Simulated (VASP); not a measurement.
OSZICAR of a VASP run on Tl (hcp):

### OSZICAR
```
       N       E                     dE             d eps       ncg     rms          rms(c)
DAV:   1     0.127412154940E+03    0.12741E+03   -0.14640E+04  8376   0.145E+03
DAV:   2    -0.232234161752E+01   -0.12973E+03   -0.12829E+03  8835   0.299E+02
DAV:   3    -0.440443105252E+01   -0.20821E+01   -0.20629E+01  9781   0.337E+01
DAV:   4    -0.441677102915E+01   -0.12340E-01   -0.12336E-01  9268   0.256E+00
DAV:   5    -0.441689692631E+01   -0.12590E-03   -0.12590E-03  9633   0.272E-01    0.349E+00
DAV:   6    -0.436763563990E+01    0.49261E-01   -0.93564E-02  8563   0.266E+00    0.242E+00
DAV:   7    -0.435901356479E+01    0.86221E-02   -0.46476E-02  8589   0.187E+00    0.709E-01
DAV:   8    -0.435815197300E+01    0.86159E-03   -0.46153E-03  8524   0.564E-01    0.403E-02
DAV:   9    -0.435815757038E+01   -0.55974E-05   -0.24801E-05  9760   0.475E-02    0.120E-02
DAV:  10    -0.435816327914E+01   -0.57088E-05   -0.69697E-06  8571   0.248E-02    0.277E-03
DAV:  11    -0.435816359081E+01   -0.31167E-06   -0.73951E-07  4458   0.729E-03
   1 F= -.43581636E+01 E0= -.43582199E+01  d E =0.168793E-03
```

**Question.** Which electronic solver shows in the log?

**Answer.** It is blocked Davidson (ALGO = Normal, or the opening steps of other solvers). The INCAR had ALGO = Normal.

**Question.** Can the final energy be trusted as converged?

**Answer.** The run converged. It stopped with EDIFF = 1E-6, NELM = 100 (PBE GGA, plane waves, VASP's PBE PAW potentials (set 64)).

The compound is Tl in the hcp structure. The cell was not relaxed at this level, atoms are displaced from their ideal sites. The run is one of a series of settings (ENCUT = 520 against the base run), some of them coarse on purpose.
